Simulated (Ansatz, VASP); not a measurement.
# WS2 (Tungstenite): VASP beside Ansatz, part 2 of 2

Wanted: the spread between two codes on one cell, functional and k mesh. The cell is taken from a series of runs on this material, whose earlier steps may have relaxed, scaled, displaced or heated it; both programs get it as it stands.

VASP 6.6.1 and Ansatz 0.2.0.

So far: Starting point; VASP: relaxation of cell and atoms, PBE with D3(BJ); Ansatz: relaxation of cell and atoms, PBE with D3(BJ); Differences.

## 5. VASP: zone-centre phonons, PBE with D3(BJ)

Level of this step: PBE with D3(BJ), no spin polarisation; plane waves and PAW (W, S) (VASP).

Second derivatives magnify differences that forces hide, and they need a tight electronic threshold.

INCAR

```
SYSTEM = WS2
PREC = Accurate
ENCUT = 600
EDIFF = 1E-08
NELM = 120
ISMEAR = 0
SIGMA = 0.01
LREAL = .FALSE.
ALGO = Normal
GGA = PE
IVDW = 12
NBANDS = 24
LASPH = .TRUE.
LORBIT = 11
LWAVE = .FALSE.
LCHARG = .FALSE.
ISIF = 2
IBRION = 6
NFREE = 2
POTIM = 0.015
NSW = 1
GGA_COMPAT = .FALSE.
EFERMI = MIDGAP
KPAR = 2
```

POSCAR

```
WS2
1.0
    3.1540397249      0.0000000000      0.0000000000
   -1.5770198624      2.7314785263      0.0000000000
    0.0000000000      0.0000000000     12.1417548140
W S
2 4
Direct
    0.3333333333      0.6666666667      0.2500000000
    0.6666666667      0.3333333333      0.7500000000
    0.3333333333      0.6666666667      0.6203024334
    0.6666666667      0.3333333333      0.1203024334
    0.3333333333      0.6666666667      0.8796975666
    0.6666666667      0.3333333333      0.3796975666
```

KPOINTS

```
Automatic mesh
0
Gamma
9 9 2
0 0 0
```

PAW data sets: W and S (PBE family, release 64).

Run with:

```
mpirun -np 2 vasp_std
```

Numbers of over 12 decimals in the logs are rounded to 6 here.

Log:

```text
[... set-up lines as in an earlier step ...]
 entering main loop
       N       E                     dE             d eps       ncg     rms          rms(c)
DAV:   1     0.211459262755E+03    0.21146E+03   -0.17906E+04  1152   0.150E+03
DAV:   2    -0.322354412424E+02   -0.24369E+03   -0.23375E+03  1552   0.309E+02
DAV:   3    -0.497128860419E+02   -0.17477E+02   -0.17324E+02  1576   0.761E+01
DAV:   4    -0.501056133029E+02   -0.39273E+00   -0.39174E+00  1544   0.129E+01
[...]
DAV:  15    -0.472967072893E+02   -0.36773E-06   -0.47590E-07  1600   0.444E-03    0.397E-03
DAV:  16    -0.472967073878E+02   -0.98445E-07   -0.74002E-08  1496   0.164E-03    0.264E-04
DAV:  17    -0.472967073786E+02    0.92259E-08   -0.36163E-08  1416   0.106E-03
   1 F= -.49907340E+02 E0= -.49907340E+02  d E =0.000000E+00
[... from here on, the cycles between the ionic steps are left out ...]
   2 F= -.49904899E+02 E0= -.49904899E+02  d E =0.000000E+00
   3 F= -.49904899E+02 E0= -.49904899E+02  d E =0.000000E+00
   4 F= -.49903639E+02 E0= -.49903639E+02  d E =0.000000E+00
   5 F= -.49903639E+02 E0= -.49903639E+02  d E =0.000000E+00
   6 F= -.49906155E+02 E0= -.49906155E+02  d E =0.000000E+00
   7 F= -.49906155E+02 E0= -.49906155E+02  d E =0.000000E+00
   8 F= -.49906067E+02 E0= -.49906067E+02  d E =0.000000E+00
   9 F= -.49904392E+02 E0= -.49904392E+02  d E =0.000000E+00
 Finite differences progress:
  Degree of freedom:   4/  4
  Displacement:        2/  2
  Total:               8/  8
```

OUTCAR, selected parts (step 5):

```text
 Edisp (eV)   -2.61048

  FREE ENERGIE OF THE ION-ELECTRON SYSTEM (eV)
  ---------------------------------------------------
  free  energy   TOTEN  =       -49.9043922823 eV

  energy  without entropy=      -49.9043922823  energy(sigma->0) =      -49.90439228

[... 1 part as in an earlier step ...]

[... 1 further part left out ...]
[key lines of the parts left out:]
E-fermi :   7.1059
```

The last energy, forces, stress and levels in OUTCAR belong to the last displaced cell, not to the cell of POSCAR.

Levels, forces or a CONTCAR printed for this step are those of its last displaced cell, not of the structure at rest.

## 6. Ansatz: zone-centre phonons, PBE with D3(BJ)

The same cell, functional and mesh now go to Ansatz, which takes its cutoff from its data sets.

The cell is taken from a series of runs on this material, whose earlier steps may have relaxed, scaled, displaced or heated it; both programs get it as it stands.

input.yaml

```yaml
crystal:
  lattice:
    - [3.1540397249, 0.0, 0.0]
    - [-1.5770198624, 2.7314785263, 0.0]
    - [0.0, 0.0, 12.141754814]
  atoms:
    - { symbol: W, position: [0.3333333333, 0.6666666667, 0.25] }
    - { symbol: W, position: [0.6666666667, 0.3333333333, 0.75] }
    - { symbol: S, position: [0.3333333333, 0.6666666667, 0.6203024334] }
    - { symbol: S, position: [0.6666666667, 0.3333333333, 0.1203024334] }
    - { symbol: S, position: [0.3333333333, 0.6666666667, 0.8796975666] }
    - { symbol: S, position: [0.6666666667, 0.3333333333, 0.3796975666] }
kpoints:
  mp_grid: { grid: [9, 9, 2] }
hamiltonian:
  xc: pbe
  dispersion: d3bj
scf:
  occupations: { method: fixed }
output:
  eigenvalues: true
phonons:
  method: dfpt
  dielectric: true
  rigid_motions: translations
```

Run with:

```
ansatz run input.yaml --threads 8 --pin off --max-ram 14336MiB --backend cpu --events-out ev --progress --plain --runs-dir out
```

Log:

```text
[...]
Crystal: 6 atoms, lattice volume = 104.604 Å³
Basis set: ecut = 420 eV, 2033 PW (Γ), exchange–correlation on 48×48×180 points (8 copies of the dense FFT grid, shifted against one another)
Bands: 32, of which v1, the nominal top of the filled ones, is band 26 counted from 1 (25 counted from 0)
Symmetry: 24 space group operations
k-points: 50 of 162 (irreducible under 2 space group operations, time reversal used)
[...]
ω (cm⁻¹)  modes    IR ((D/Å)²/amu)
[...]
optical modes at Γ + LO–TO along q̂ = [0.0000, 1.0000, 0.0000]:
      ω (cm⁻¹)  modes    IR ((D/Å)²/amu)
[...]
optical modes at Γ + LO–TO along q̂ = [0.0000, 0.0000, 1.0000]:
      ω (cm⁻¹)  modes    IR ((D/Å)²/amu)
[...]
411.49      1             0.0000
        420.22      1             0.0000
        432.47      1             0.2539
        438.04      1             0.0000
[key lines of the parts left out:]
SCF converged after 9 iterations
Free energy (F): -24385.319669 eV
Fermi energy:    12.069849 eV
```

## 7. Side by side

What differs besides the data sets and the points named for the pairs above, as far as they apply: the data sets hold 52 valence electrons in Ansatz (on its default PAW (the set named soft_2) files) and 36 in VASP; Ansatz takes the dispersion share of the force constants at frozen C6 weights, VASP differentiates the full forces; VASP uses finite displacements, Ansatz perturbation theory. Total energies have different zeros and are not compared.

Compared:

```csv
quantity,Ansatz,VASP,difference
optical mode 1 to 2 (cm⁻¹),29.2,29.2,0.0
optical mode 3 (cm⁻¹),50.7,50.8,-0.13 %
optical mode 4 to 5 (cm⁻¹),291.2,292.6,-0.49 %
optical mode 6 to 7 (cm⁻¹),294.2,295.6,-0.48 %
optical mode 8 to 9 (cm⁻¹),350.4,352.0,-0.45 %
optical mode 10 to 11 (cm⁻¹),350.6,352.2,-0.44 %
optical mode 12 (cm⁻¹),411.5,414.8,-0.80 %
optical mode 13 (cm⁻¹),420.2,423.4,-0.75 %
optical mode 14 (cm⁻¹),431.6,432.8,-0.28 %
optical mode 15 (cm⁻¹),438.0,439.1,-0.24 %
```

Modes are paired by rising frequency, not by their patterns, so a pair may set unlike modes beside each other; they are those without the splitting of longitudinal modes.

## 8. Summary of results

```yaml
difference_in_volume_relaxation_of_cell_and_atoms_pbe_with_d3_bj: 0.35 %
r_m_s_difference_of_the_optical_zone_centre_modes_each_program_s_sorted_by_frequency_zone_centre_phonons_pbe_with_d3_bj: 1.7 cm⁻¹
difference_in_optical_mode_12_zone_centre_phonons_pbe_with_d3_bj: -0.8 %
```

The difference in volume is 0.35 % (relaxation of cell and atoms, PBE with D3(BJ)), within the 1.2 % picked in this series as the mark of a large difference, as far as the stopping tolerances let one tell. The data sets hold unlike numbers of valence electrons (52 in Ansatz and 36 in VASP), so part of the differences comes from the potentials. Among the rows given in per cent, the largest difference of the zone-centre phonons, PBE with D3(BJ) pair is in optical mode 12, -0.8 %. 1 further run of this series is not shown here. How closely two codes agree says nothing of how well the functional describes the real material.

[Lines on the potential files, build, host, timing and source positions are cut from VASP's logs without a mark.]

[Logs are printed without paths, hosts, clocks, repeated set-up lines and the standing remarks that a program may print on its own settings, such as how far it seeks lower states.]

[Hosts, paths, dates, database ids (printed as entryN), source tags and the programs' standing remarks are cut or masked in the printed files.]
